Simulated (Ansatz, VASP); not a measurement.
# Cross-check of TiNCl between VASP and Ansatz

One calculation is typed for both programs; each brings its own data sets. How far apart do they land? The cell is taken from a series of runs on this material, whose earlier steps may have relaxed, scaled, displaced or heated it; both programs get it as it stands.

Main program and level: Ansatz 0.2.0; plane waves, with VASP 6.6.1 beside it; single point at PBEsol, single point at r2SCAN and single point at PBEsol, spin-orbit coupling.

### 1. Set-up

The cell holds 6 atoms: 2 Cl, 2 Ti and 2 N. Its edges and angles: a = 3.213 Å, b = 3.902 Å, c = 33.500 Å, α = 90.0°, β = 90.0°, γ = 90.0°. It derives from TiNCl. Vacuum lies along c.

Coordinates:

```xyz
6
Lattice="3.2133 0.0000 0.0000 0.0000 3.9022 0.0000 0.0000 0.0000 33.5000" Properties=species:S:1:pos:R:3
Cl    0.0000    0.0000   14.1652
Cl    1.6066    1.9511   19.3348
Ti    1.6066    0.0000   15.9848
Ti    0.0000    1.9511   17.5152
N     1.6066    1.9511   16.3611
N     0.0000    0.0000   17.1389
```

### 2. VASP: single point, PBEsol

With cell and atoms fixed, the geometry can't cause a difference; cores, projectors, grids and the points listed under the comparison can.

Lines of VASP's logs that name or quote its potential files are left out, and so is its time.

Contents of INCAR:

```
SYSTEM = TiNCl
PREC = Accurate
ENCUT = 520
EDIFF = 1E-06
NELM = 120
ISMEAR = -1
SIGMA = 0.02
LREAL = .FALSE.
ALGO = Normal
GGA = PS
NBANDS = 30
LASPH = .TRUE.
LORBIT = 11
LWAVE = .FALSE.
LCHARG = .FALSE.
ISIF = 2
LDIPOL = .TRUE.
IDIPOL = 3
DIPOL = 0.5 0.5 0.5
LVHAR = .TRUE.
GGA_COMPAT = .FALSE.
EFERMI = MIDGAP
NELMDL = -8
KPAR = 2
```

Contents of POSCAR:

```
TiNCl
1.0
    3.2132973075      0.0000000000      0.0000000000
    0.0000000000      3.9022373204      0.0000000000
    0.0000000000      0.0000000000     33.5000000000
Cl Ti N
2 2 2
Direct
    0.0000000000      0.0000000000      0.4228414415
    0.5000000000      0.5000000000      0.5771585585
    0.5000000000      0.0000000000      0.4771591030
    0.0000000000      0.5000000000      0.5228408970
    0.5000000000      0.5000000000      0.4883901801
    0.0000000000      0.0000000000      0.5116098199
```

Contents of KPOINTS:

```
Automatic mesh
0
Gamma
6 6 1
0 0 0
```

PAW data sets: Cl, Ti_sv and N (PBE family, release 64).

Command:

```bash
mpirun -np 2 vasp_std
```

Numbers of over 12 decimals in the logs are rounded to 6 here.

The log of the run:

```text
[banner, memory and clock lines left out]
running    2 mpi-ranks, on    1 nodes
 distrk:  each k-point on    1 cores,    2 groups
 distr:  one band on    1 cores,    1 groups

 POSCAR found type information on POSCAR ClTiN
 POSCAR found :  3 types and       6 ions
|                                                                             |
|               ----> ADVICE to this user running VASP <----                  |
|                                                                             |
|     You enforced a specific xc type in the INCAR file but a different       |
|     [... a line on the potential file left out ...]
|     I HOPE YOU KNOW WHAT YOU ARE DOING!                                     |
|                                                                             |

 LDA part: xc-table for (Slater+PW92), standard interpolation
 POSCAR, INCAR and KPOINTS ok, starting setup
 FFT: planning ... GRIDC
 FFT: planning ... GRID_SOFT
 FFT: planning ... GRID
 WAVECAR not read
 entering main loop
       N       E                     dE             d eps       ncg     rms          rms(c)
DAV:   1     0.503565206927E+03    0.50357E+03   -0.22076E+04  1208   0.129E+03
DAV:   2     0.311448670327E+02   -0.47242E+03   -0.45950E+03  1286   0.347E+02
DAV:   3    -0.548220783508E+02   -0.85967E+02   -0.84872E+02  1530   0.146E+02
DAV:   4    -0.608289724972E+02   -0.60069E+01   -0.59905E+01  1412   0.369E+01
DAV:   5    -0.612805663399E+02   -0.45159E+00   -0.45155E+00  1330   0.801E+00
DAV:   6    -0.612904003737E+02   -0.98340E-02   -0.98339E-02  1434   0.159E+00
DAV:   7    -0.612906675436E+02   -0.26717E-03   -0.26717E-03  1322   0.237E-01
DAV:   8    -0.612906738834E+02   -0.63397E-05   -0.63396E-05  1482   0.412E-02    0.295E+01
DAV:   9    -0.489228493336E+02    0.12368E+02   -0.97020E+01  1242   0.779E+01    0.124E+01
DAV:  10    -0.481084409089E+02    0.81441E+00   -0.21905E+01  1258   0.364E+01    0.896E+00
DAV:  11    -0.479384068191E+02    0.17003E+00   -0.69981E+00  1212   0.225E+01    0.512E+00
DAV:  12    -0.476341064535E+02    0.30430E+00   -0.15178E+00  1212   0.105E+01    0.120E+00
DAV:  13    -0.476367635756E+02   -0.26571E-02   -0.67845E-02  1208   0.223E+00    0.519E-01
DAV:  14    -0.476357320697E+02    0.10315E-02   -0.74265E-03  1084   0.646E-01    0.284E-01
[...]
DAV:  19    -0.476359902504E+02   -0.32759E-03   -0.15791E-04  1222   0.703E-02    0.183E-02
DAV:  20    -0.476360897650E+02   -0.99515E-04   -0.54297E-05  1264   0.498E-02    0.792E-03
DAV:  21    -0.476362000352E+02   -0.11027E-03   -0.68203E-06   940   0.171E-02    0.291E-03
DAV:  22    -0.476362551386E+02   -0.55103E-04   -0.10051E-06   670   0.539E-03    0.236E-03
DAV:  23    -0.476363031730E+02   -0.48034E-04   -0.75780E-07   638   0.441E-03    0.129E-03
DAV:  24    -0.476363129838E+02   -0.98108E-05   -0.19280E-07   504   0.214E-03    0.649E-04
DAV:  25    -0.476363229424E+02   -0.99586E-05   -0.16606E-07   530   0.197E-03    0.436E-04
DAV:  26    -0.476363238952E+02   -0.95282E-06   -0.34773E-08   480   0.842E-04
   1 F= -.47636324E+02 E0= -.47636324E+02  d E =-.672601E-07
```

Parts of OUTCAR (step 2):

```text
ion  position               nearest neighbor table
   1  0.000  0.000  0.423-   3 2.43   3 2.43
   2  0.500  0.500  0.577-   4 2.43   4 2.43
   3  0.500  0.000  0.477-   6 1.98   6 1.98   5 1.99   5 1.99   1 2.43   1 2.43
   4  0.000  0.500  0.523-   5 1.98   5 1.98   6 1.99   6 1.99   2 2.43   2 2.43
   5  0.500  0.500  0.488-   4 1.98   4 1.98   3 1.99   3 1.99
   6  0.000  0.000  0.512-   3 1.98   3 1.98   4 1.99   4 1.99

  LATTYP: Found a simple orthorhombic cell.
 ALAT       =     3.2132973075
 B/A-ratio  =     1.2144028227
 C/A-ratio  =    10.4254280865

 Subroutine GETGRP returns: Found  8 space group operations
 (whereof  4 operations were pure point group operations)

The static configuration has the point symmetry C_2v.
 The point group associated with its full space group is D_2h.

 Found     16 irreducible k-points:

   k-points           NKPTS =     16   k-points in BZ     NKDIM =     16   number of bands    NBANDS=     30

   dimension x,y,z NGX =    24 NGY =   30 NGZ =  250
   dimension x,y,z NGXF=    48 NGYF=   60 NGZF=  500

   ENCUT  =  520.0 eV  38.22 Ry    6.18 a.u.   5.97  7.26 62.29*2*pi/ulx,y,z

   NELECT =      48.0000    total number of electrons

 k-points in reciprocal lattice and weights: Automatic mesh
   0.00000000  0.00000000  0.00000000       0.028
   0.16666667  0.00000000  0.00000000       0.056
   0.33333333  0.00000000  0.00000000       0.056
   0.50000000  0.00000000  0.00000000       0.028
   0.00000000  0.16666667  0.00000000       0.056
   0.16666667  0.16666667  0.00000000       0.111
   0.33333333  0.16666667  0.00000000       0.111
   0.50000000  0.16666667  0.00000000       0.056
   0.00000000  0.33333333  0.00000000       0.056
[...]
0.33333333  0.50000000  0.00000000       0.056
   0.50000000  0.50000000  0.00000000       0.028

 dipolmoment           0.000000      0.000000     -0.000000 electrons x Angstroem

 average (electrostatic) potential at core
       1 -99.1773       2 -99.1773       3 -85.0226       4 -85.0226       5 -71.8633
       6 -71.8633

 E-fermi :  -3.6789

 k-point     1 :       0.0000    0.0000    0.0000
  band No.  band energies     occupation
    ...
     20      -6.3734      2.00000
     21      -6.2174      2.00000
     22      -5.7199      2.00000
     23      -4.8486      2.00000
     24      -3.9398      2.00000
     25      -3.4179      0.00000
     26      -2.1955      0.00000
     27      -1.8536      0.00000
     28      -1.6853      0.00000
     29      -1.5886      0.00000
    ...

 k-point     2 :       0.1667    0.0000    0.0000
  band No.  band energies     occupation
    ...
     20      -6.4047      2.00000
     21      -6.2528      2.00000
     22      -5.8496      2.00000
     23      -5.5048      2.00000
     24      -4.9724      2.00000
     25      -2.5732      0.00000
     26      -1.9032      0.00000
     27      -1.8541      0.00000
     28      -1.5792      0.00000
     29      -1.5233      0.00000
    ...

 k-point     3 :       0.3333    0.0000    0.0000
  band No.  band energies     occupation
    ...
     20      -6.5911      2.00000
     21      -5.9472      2.00000
     22      -5.6108      2.00000
     23      -5.4869      2.00000
     24      -5.4578      2.00000
     25      -1.9811      0.00000
     26      -1.9298      0.00000
     27      -1.8366      0.00000
     28      -1.7366      0.00000
     29      -1.5679      0.00000
    ...

  Total        1.2157264      1.2173700      0.4134208      0.0000000      0.0000000      0.0000000
  in kB        4.6369992      4.6432683      1.5768615      0.0000000      0.0000000      0.0000000
  external PRESSURE =       3.6190430 kB  Pullay stress =       0.0000000 kB

  energy-cutoff  :      520.00
  volume of cell :      420.06
      direct lattice vectors                 reciprocal lattice vectors
     3.213297307  0.000000000  0.000000000     0.311206809  0.000000000  0.000000000
     0.000000000  3.902237320  0.000000000     0.000000000  0.256263245  0.000000000
     0.000000000  0.000000000 33.500000000     0.000000000  0.000000000  0.029850746

 POSITION                                       TOTAL-FORCE (eV/Angst)
 -----------------------------------------------------------------------------------
      0.00000      0.00000     14.16519         0.000000      0.000000     -0.065086
      1.60665      1.95112     19.33481         0.000000      0.000000      0.065086
      1.60665      0.00000     15.98483         0.000000      0.000000     -0.075393
      0.00000      1.95112     17.51517         0.000000      0.000000      0.075393
      1.60665      1.95112     16.36107         0.000000      0.000000     -0.032186
      0.00000      0.00000     17.13893         0.000000      0.000000      0.032186
 -----------------------------------------------------------------------------------
    total drift:                                0.000000      0.000000     -0.000000

  FREE ENERGIE OF THE ION-ELECTRON SYSTEM (eV)
  ---------------------------------------------------
  free  energy   TOTEN  =       -47.6363238952 eV

  energy  without entropy=      -47.6363238280  energy(sigma->0) =      -47.63632386

 vacuum level on the upper side and lower side of the slab         2.409         2.409

 total charge
# of ion       s       p       d       tot
------------------------------------------
    1        1.594   3.508   0.000   5.103
    2        1.594   3.508   0.000   5.103
    3        2.217   6.270   1.895  10.383
    4        2.217   6.270   1.895  10.383
    5        1.271   2.487   0.000   3.759
    6        1.271   2.487   0.000   3.759
--------------------------------------------------
tot         10.166  24.531   3.791  38.488

[... 3 further parts left out ...]
```

This run has no spin polarisation, so a moment on Ti, if there is one, isn't seen.

### 3. Ansatz: single point, PBEsol

Ansatz runs on its PAW soft_1 files.

The same cell, functional, mesh and smearing now go to Ansatz, which takes its cutoff from its data sets.

Contents of input.yaml:

```yaml
crystal:
  lattice:
    - [3.2132973075, 0.0, 0.0]
    - [0.0, 3.9022373204, 0.0]
    - [0.0, 0.0, 33.5]
  atoms:
    - { symbol: Cl, position: [0.0, 0.0, 0.4228414415] }
    - { symbol: Ti, position: [0.5, 0.0, 0.477159103] }
    - { symbol: "N", position: [0.5, 0.5, 0.4883901801] }
    - { symbol: "N", position: [0.0, 0.0, 0.5116098199] }
    - { symbol: Ti, position: [0.0, 0.5, 0.522840897] }
    - { symbol: Cl, position: [0.5, 0.5, 0.5771585585] }
  periodic: [true, true, false]
kpoints:
  mp_grid: { grid: [6, 6, 1] }
  band_path:
    path: [[0, 0, 0], [0.5, 0, 0], [0.5, 0.5, 0], [0, 0.5, 0], [0, 0, 0]]
    npoints: 10
hamiltonian:
  xc: pbesol
  pseudopotentials: { kind: paw, azcp: { folder: soft_1 }, xc_functional: pbe }
scf:
  occupations: { method: fermi_dirac, width: 0.02 }
  n_extra_bands: 6
output:
  eigenvalues: true
  forces: true
  stress: true
  write_density: true
  write_potential: true
  elf: true
  volumetric_format: npy
```

Command:

```bash
ansatz run input.yaml --threads 4 --pin off --max-ram 17510MiB --backend cpu --events-out ev --progress --plain --runs-dir out
```

The log of the run:

```text
scf.n_extra_bands = 6 over 24 filled bands (N_el = 48.0): the run solves 30 bands
Engine: ansatz 0.2.0, aarch64-unknown-linux-gnu
Pseudopotentials: kind: paw
Pseudopotential: Cl, paw, valence charge 7, recommended cutoff 420 eV (normal), soft_1/Cl.paw.azcp
Pseudopotential: Ti, paw, valence charge 12, recommended cutoff 420 eV (normal), soft_1/Ti.paw.azcp
Pseudopotential: N, paw, valence charge 5, recommended cutoff 420 eV (normal), soft_1/N.paw.azcp
Functional definition: PBEsol
  exchange = pbesol_x
  correlation = pbesol_c
Crystal: 6 atoms, lattice volume = 420.058 Å³
Basis set: ecut = 420 eV, 8329 PW (Γ), exchange–correlation on 48×54×450 points (8 copies of the dense FFT grid, shifted against one another)
Bands: 30, of which v1, the nominal top of the filled ones, is band 24 counted from 1 (23 counted from 0)
Symmetry: 8 space group operations
Space group: Pmmn (ITA 59), of the structure as read, at distance tolerance 7.5e-5 Å
k-points: 16 of 36
Non-local potential: Cl, projectors of the file, l = 0: 2, l = 1: 2, l = 2: 1
Non-local potential: Ti, projectors of the file, l = 0: 3, l = 1: 2, l = 2: 3, l = 3: 1
Non-local potential: N, projectors of the file, l = 0: 2, l = 1: 2, l = 2: 1
PAW form: soft (Blöchl's): semilocal exchange-correlation on the pseudo side does not see the compensation charge
PAW frozen core: Cl, regenerated for the run's functional, and the local potential with it (the file was generated under x = pbe(κ = 0.804, μ = 0.219515), c = pbe(β = 0.066725))
PAW frozen core: Ti, regenerated for the run's functional, and the local potential with it (the file was generated under x = pbe(κ = 0.804, μ = 0.219515), c = pbe(β = 0.066725))
PAW frozen core: N, regenerated for the run's functional, and the local potential with it (the file was generated under x = pbe(κ = 0.804, μ = 0.219515), c = pbe(β = 0.066725))
PAW one-centre angular grid: Cl, 110 points (default); XC on 64 Gauss nodes
PAW one-centre angular grid: Ti, 590 points (default); XC on 64 Gauss nodes
PAW one-centre angular grid: N, 110 points (default); XC on 64 Gauss nodes
Initial density: superposition of atomic densities (neutral atoms: chi_scale 0, normalization atom)
Initial wavefunctions: pseudopotential atomic-orbital guess
Functional: x = pbesol(κ = 0.804, μ = 0.123457), c = pbesol(β = 0.046)
SCF iter   1: F=—  HF=-7843.645398 eV  |F-HF|=—  |Δ(HF+E_count)|=         —  Δρ=7.55e-2  dr2=3.14e1  ethr=3.10e-3  ⟨swp⟩=11.8  Hψ=3453  notcnv=0
preconditioner: auto → Resta (q_TF=auto, 1.901 Å⁻¹)  ε∞=2.1  [insulator: Δε(μ)=1.828 eV  Ē_g=9.661 eV  σ=0.020 eV  W_gap=1.00  n_scr=42 (ndim 8)  ℏωp=10.2 eV  f_vac=0.749  D(μ)=0.00/eV (n_scr^D=0)  ε∞_Penn≈2.1  vacuum switching on, ρ_ref=6.8e-3 e/Å³]
SCF iter   2: F=—  HF=-7840.304568 eV  |F-HF|=—  |Δ(HF+E_count)|=    3.34e0  Δρ=7.91e-2  dr2=2.83e1  ethr=3.10e-3  ⟨swp⟩=5.6  Hψ=1525  notcnv=0  defer=30
SCF iter   3: F=—  HF=-7836.551822 eV  |F-HF|=—  |Δ(HF+E_count)|=    3.75e0  Δρ=1.94e-2  dr2=1.91e0  ethr=3.10e-3  ⟨swp⟩=4.8  Hψ=1512  notcnv=0  defer=13
SCF iter   4: F=—  HF=-7836.181464 eV  |F-HF|=—  |Δ(HF+E_count)|=   3.70e-1  Δρ=7.52e-3  dr2=1.94e-1  ethr=3.10e-3  ⟨swp⟩=2.6  Hψ=715  notcnv=0  defer=24
SCF iter   5: F=—  HF=-7836.216324 eV  |F-HF|=—  |Δ(HF+E_count)|=   3.49e-2  Δρ=7.63e-3  dr2=2.71e-1  ethr=4.04e-4  ⟨swp⟩=4.3  Hψ=1228  notcnv=0  defer=24
SCF iter   6: F=—  HF=-7836.180191 eV  |F-HF|=—  |Δ(HF+E_count)|=   3.61e-2  Δρ=4.44e-3  dr2=9.17e-2  ethr=4.04e-4  ⟨swp⟩=2.2  Hψ=721  notcnv=0  defer=24
SCF iter   7: F=—  HF=-7836.168293 eV  |F-HF|=—  |Δ(HF+E_count)|=   1.19e-2  Δρ=1.19e-3  dr2=8.33e-3  ethr=1.91e-4  ⟨swp⟩=2.7  Hψ=812  notcnv=0  defer=24
SCF iter   8: F=—  HF=-7836.167191 eV  |F-HF|=—  |Δ(HF+E_count)|=   1.10e-3  Δρ=6.12e-4  dr2=2.01e-3  ethr=1.74e-5  ⟨swp⟩=2.6  Hψ=824  notcnv=0  defer=24
SCF iter   9: F=—  HF=-7836.166884 eV  |F-HF|=—  |Δ(HF+E_count)|=   3.07e-4  Δρ=1.77e-4  dr2=1.56e-4  ethr=4.20e-6  ⟨swp⟩=2.9  Hψ=934  notcnv=0  defer=24
SCF iter  10: F=—  HF=-7836.166855 eV  |F-HF|=—  |Δ(HF+E_count)|=   2.84e-5  Δρ=1.50e-5  dr2=7.79e-7  ethr=3.25e-7  ⟨swp⟩=2.9  Hψ=951  notcnv=0  defer=24
SCF iter  11: F=—  HF=-7836.166832 eV  |F-HF|=—  |Δ(HF+E_count)|=   2.32e-5  Δρ=3.18e-6  dr2=5.22e-8  ethr=2.08e-10  ⟨swp⟩=24.6  Hψ=6567  notcnv=0
SCF iter  12: F=-7836.166832 eV  HF=-7836.166832 eV  |F-HF|=5.95e-8  |Δ(HF+E_count)|=   8.07e-9  Δρ=3.77e-6  dr2=6.14e-8  ethr=1.09e-10  ⟨swp⟩=10.5  Hψ=4053  notcnv=0
SCF 1 converged in 12 iterations: F = -7836.166832 eV  dr2 = 6.14e-8
  greatest PAW one-centre occupation: 0.998 electrons in one spin orbital (limit 2), on the Ti atom at site 4 (counted from 0), in its partial waves of l = 0
NSCF: frozen V_eff on 41 k-points
WARN: The output density's exchange-correlation potential varies sharply where the density is thin. Do not read a vacuum level from v_tot or v_xc, or from such a field of the output density. On a cell that repeats whose density bears no net charge and no dipole along the vacuum's axis use v_es (v_loc + v_h of the components); under efield.dipole_correction with no amplitude use v_es + v_field, which holds any externa [...]
SCF converged after 12 iterations
Free energy (F): -7836.166832 eV
Harris-Foulkes:  -7836.166832 eV  (|F-HF|=5.95e-8)
Internal energy: -7836.166832 eV  (E = F + TS)
E sigma→0 (E₀):  -7836.166832 eV
Entropy (-TS):   -0.000000 eV (-0.000 meV/atom)
Fermi energy:    -6.095108 eV
--- Per-component energies (eV) ---
  E_band       = -1125.100111
  E_kinetic    = 1121.984847
  E_local      = -112408.971616  (includes V_loc(G=0)·N_el)
  E_nonlocal   = 253.751229
  E_hartree    = 55485.529706
  E_xc         = -562.520057
  E_vxc        = -673.871456  (∫ρ·V_xc dr)
  E_paw        = -3561.037443  (= ΣΔE_a)
  E_vpaw       = -389.078551  (= ΣTr[D̂ρ^β])
  E_aug_tail   = 0.001861  (compensation charges beyond the density's cutoff)
  E_ewald      = 51834.602811
  E_core_change = 0.491831  (= ΣΔE_core)
  E_smearing   = -0.000000  (= −TS)
  E_closure    = 0.000000  (closes the sum)
  Σ components = -7836.166832   (vs F -7836.166832, Δ=0.00e0)
--- Forces (eV/Å), atoms counted from 1 ---
  atom   1  Cl     0.00000000    -0.00000000    -0.06239506
  atom   2  Ti     0.00000000    -0.00000000    -0.03419506
  atom   3  N      0.00000000    -0.00000000    -0.01047591
  atom   4  N     -0.00000000     0.00000000     0.01047591
  atom   5  Ti    -0.00000000     0.00000000     0.03419506
  atom   6  Cl    -0.00000000     0.00000000     0.06239506
  max |Σ_I F_I| component: 6.94e-18 eV/Å
--- 2D stress c σ (N/m, compression-positive) ---
        1.450492       0.000000       0.000000
        0.000000       1.396453       0.000000
        0.000000       0.000000       0.000000
  P = ½ c Tr σ = 1.4235 N/m
--- Band table (eV; the first three rows and the last of 16) ---
  k-point 0: bands = [... 20 lower, -8.6359, -8.1426, -7.2669, -6.3596, -5.8306, -4.6022, -4.2608, -4.0962, ... 2 higher]
  k-point 1: bands = [... 20 lower, -8.4143, -8.1316, -7.5865, -7.2794, -5.2697, -4.5077, -4.3887, -4.2989, ... 2 higher]
  k-point 2: bands = [... 20 lower, -8.3018, -8.2950, -8.0936, -7.8880, -4.8234, -4.7262, -4.4805, -3.9159, ... 2 higher]
  k-point 15: bands = [... 20 lower, -8.8974, -8.8974, -8.5446, -8.5446, -4.3054, -4.3054, -4.1427, -4.1427, ... 2 higher]
```

Reading the cycles: dr2 is the Hartree energy of the density residual (eV), the measure of convergence; HF is the Harris–Foulkes estimate of the energy, which meets the free energy F at convergence.

### 4. Comparison

Known differences besides the potentials themselves: Ansatz cuts the interaction across the vacuum, VASP repeats the sheet with a dipole correction; the cutoff is 420 eV in Ansatz and 520 eV in VASP; Ansatz makes its cores anew for this functional, VASP keeps those of its PBE data sets. Total energies have different zeros and are not compared.

Both answers:

```csv
quantity,Ansatz,VASP,difference
gap on the k mesh (eV),0.529,0.522,+0.007
```

Forces (eV/Å; atoms numbered as in POSCAR):

```csv
atom,"Ansatz x, y, z","VASP x, y, z"
Cl1,"0.000, 0.000, -0.062","0.000, 0.000, -0.065"
Cl2,"0.000, 0.000, 0.062","0.000, 0.000, 0.065"
Ti3,"0.000, 0.000, -0.034","0.000, 0.000, -0.075"
Ti4,"0.000, 0.000, 0.034","0.000, 0.000, 0.075"
N5,"0.000, 0.000, -0.010","0.000, 0.000, -0.032"
N6,"0.000, 0.000, 0.010","0.000, 0.000, 0.032"
```

The forces differ by 16 meV/Å r.m.s., which is 44.6 % of the r.m.s. force of 0.035 eV/Å (both taken over all components). A gap on the mesh is an upper bound, since the band edges may lie between its points. With vacuum in the cell, a pressure given here is an average over mostly empty space and none of the material.

(Part 1 of 2 ends here.)

[Lines on the potential files, build, host, timing and source positions are cut from VASP's logs without a mark.]

[Logs are printed without paths, hosts, clocks, repeated set-up lines and the standing remarks that a program may print on its own settings, such as how far it seeks lower states.]

[Hosts, paths, dates, database ids (printed as entryN), source tags and the programs' standing remarks are cut or masked in the printed files.]
